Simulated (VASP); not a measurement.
Given:

```xyz
6
Lattice="1.7661 -3.0590 0.0000 1.7661 3.0590 0.0000 0.0000 0.0000 14.0373" Properties=species:S:1:pos:R:3 pbc="T T T"
Te     1.7661     1.0197    12.3436
Te     1.7661    -1.0197     5.3249
Te     1.7661    -1.0197     1.6937
Te     1.7661     1.0197     8.7124
Mo     1.7661     1.0197     3.5093
Mo     1.7661    -1.0197    10.5280
```

These are optB86b-vdW, VASP's PBE PAW potentials (set 64) (plane waves; VASP) values and carry that method's errors. Numerical set-up: 520 eV cut-off, Gaussian smearing of 0.050 eV, potentials Te Mo_sv.

Unless said otherwise, spin-orbit coupling is left out, though it shifts the bands of the heavy elements here.

Problem. Predict the band gap (along the path) with the smallest direct gap where there is one.

Solution. 
```json
{
  "band gap (along the path)": "0.71 eV",
  "smallest direct gap (along the path)": "1.03 eV"
}
```

The absolute energy has meaning only against runs of the same code, potentials and settings.

The compound is MoTe2 in the 2H layered structure. It was relaxed first.
